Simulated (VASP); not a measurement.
Input of a VASP 6.6.1 run:

POSCAR

```
NbB2
1.0
    3.0860000000      0.0000000000      0.0000000000
   -1.5430000000      2.6725544000      0.0000000000
    0.0000000000      0.0000000000      3.3060000000
Nb B
1 2
Direct
    0.0000000000      0.0000000000      0.0000000000
    0.3333333300      0.6666666700      0.5000000000
    0.6666666700      0.3333333300      0.5000000000
```

The input INCAR.step1:

```
SYSTEM = NbB2
PREC     = Accurate       ! precision mode
ENCUT    = 600            ! plane-wave cutoff, eV
EDIFF    = 1E-8           ! SCF threshold, eV
ISMEAR   = 0              ! smearing method
SIGMA    = 0.1            ! smearing width, eV
LREAL    = .False.        ! projectors in reciprocal space
LASPH    = .True.         ! aspherical terms in the spheres
NELM     = 100            ! most SCF steps
ALGO     = Fast           ! electronic algorithm
ISIF     = 3              ! what is computed and relaxed
LWAVE    = .False.        ! write WAVECAR
LCHARG   = .False.        ! write CHGCAR
GGA      = CA             ! functional
IBRION   = 2              ! ionic algorithm
NSW      = 40             ! ionic steps
EDIFFG   = -0.002         ! ionic threshold
```

File INCAR.step2:

```
SYSTEM = NbB2
PREC     = Accurate       ! precision mode
ENCUT    = 600            ! plane-wave cutoff, eV
EDIFF    = 1E-8           ! SCF threshold, eV
ISMEAR   = 0              ! smearing method
SIGMA    = 0.1            ! smearing width, eV
LREAL    = .False.        ! projectors in reciprocal space
LASPH    = .True.         ! aspherical terms in the spheres
NELM     = 100            ! most SCF steps
ALGO     = Fast           ! electronic algorithm
ISIF     = 3              ! what is computed and relaxed
LWAVE    = .False.        ! write WAVECAR
LCHARG   = .False.        ! write CHGCAR
GGA      = CA             ! functional
IBRION   = 6              ! ionic algorithm
NFREE    = 2            
POTIM    = 0.015          ! step
NSW      = 1              ! ionic steps
```

File KPOINTS:

```
regular mesh
0
Gamma
  11 11 9
  0 0 0
```

Potentials or basis: VASP PAW LDA potentials, release 64 (Nb_sv, B).

The run is started by

```sh
$ cat potpaw_LDA.64/Nb_sv/POTCAR potpaw_LDA.64/B/POTCAR > POTCAR
$ cp INCAR.step1 INCAR
$ mpirun -np 1 vasp_std > vasp.out
$ cp CONTCAR POSCAR
$ cp INCAR.step2 INCAR
$ mpirun -np 1 vasp_std > vasp.out
```

Predict the Voigt bulk modulus.

314 GPa.

What does it give for the highest phonon frequency at Γ, LO-TO splitting left out?

829 cm⁻¹.

Predict the relaxed volume.

8.94 Å³/atom.

Clamped-ion elastic tensor (GPa):
```
648 122 201   0   0   0
122 648 201   0   0   0
201 201 488   0   0   0
  0   0   0 241   0   0
  0   0   0   0 241   0
  0   0   0   0   0 263
```
